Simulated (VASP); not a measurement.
Input:

```
CELL_PARAMETERS angstrom
      1.97003    -3.41220     0.00000
      1.97003     3.41220     0.00000
      0.00000     0.00000     6.28964
ATOMIC_POSITIONS crystal
  Sn 0.00000 0.00000 0.00000
  Se 0.33333 0.66667 0.25877
  Se 0.66667 0.33333 0.74123
```

All values below come from rev-vdW-DF2, VASP's PBE PAW potentials (set 64) (plane waves; VASP 6.6.1). Settings: 520 eV cut-off, 7×7×4 Γ-centred mesh, Gaussian smearing of 0.050 eV, potentials Sn_d Se.

Task: The ions and cell shape at fixed volume are relaxed. Predict the relaxed structure.

Result: 
```
CELL_PARAMETERS angstrom
      1.94113    -3.36214     0.00000
      1.94113     3.36214     0.00000
      0.00000     0.00000     6.47832
ATOMIC_POSITIONS crystal
  Sn 0.00000 0.00000 0.00000
  Se 0.33333 0.66667 0.24716
  Se 0.66667 0.33333 0.75284
```
Space group P-3m1 (164), at a tolerance of 0.03 Å.

Task: How much energy does the relaxation gain?

Result: The energy (σ→0) changes by -8.8 meV/atom, in 5 ionic steps.

The compound is SnSe2 in the 1T layered structure. This cell is one point of a volume scan, at 1.06 of the reference volume. Symmetry was kept, so distortions that lower it aren't found.
